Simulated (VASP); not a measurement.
Consider the following.

```yaml
crystal:
  lattice:
    - [5.00356, 0.00000, 0.00000]
    - [0.00000, 5.00356, 0.00000]
    - [0.00000, 0.00000, 3.42540]
  atoms:
    - { symbol: Pb, position: [0.00000, 0.00000, 0.00000] }
    - { symbol: Pb, position: [0.50000, 0.50000, 0.50000] }
    - { symbol: O, position: [0.30737, 0.30737, 0.00000] }
    - { symbol: O, position: [0.80737, 0.19263, 0.50000] }
    - { symbol: O, position: [0.19263, 0.80737, 0.50000] }
    - { symbol: O, position: [0.69263, 0.69263, 0.00000] }
```

Computed with MS2 meta-GGA, VASP's PBE PAW potentials (set 64) (plane waves; VASP 6.6.1). Settings: 520 eV cut-off, 5×5×7 Γ-centred mesh, tetrahedra with Blöchl corrections, potentials Pb_d O.

The path is coarsely sampled, so an indirect gap can come out somewhat too large. Unless said otherwise, spin-orbit coupling is left out, though it shifts the bands of the heavy elements here.

### Question
Give the energies of bands 15 to 28 at the high-symmetry points, in eV from the valence-band maximum.

### Answer

```tsv
band	Γ	X	M	Z	R	A
15	-7.86	-6.30	-5.51	-7.16	-6.89	-7.63
16	-3.17	-6.30	-5.51	-7.16	-6.89	-7.63
17	-3.11	-2.40	-3.02	-3.19	-4.46	-3.78
18	-3.11	-2.40	-3.02	-3.19	-4.46	-3.78
19	-2.03	-2.33	-2.39	-2.74	-3.24	-1.77
20	-1.81	-2.33	-2.39	-2.74	-3.24	-1.77
21	-1.56	-1.24	-1.47	-1.81	-1.04	-1.68
22	-0.52	-1.24	-1.47	-1.81	-1.04	-1.68
23	-0.52	-0.47	-0.50	-1.10	-0.75	-0.63
24	-0.48	-0.47	-0.50	-1.10	-0.75	-0.63
25	-0.45	-0.32	-0.49	-0.79	-0.04	-0.53
26	-0.45	-0.32	-0.49	-0.79	-0.04	-0.53
27	0.06	2.69	3.13	4.11	4.42	3.15
28	4.60	2.69	3.13	4.11	4.42	3.15
```

The gap is indirect, 0.03 eV, from the valence maximum at Γ-Z at 0.20 to the conduction minimum at Γ-X at 0.20.

The compound is PbO2 in the rutile structure. It was relaxed first.
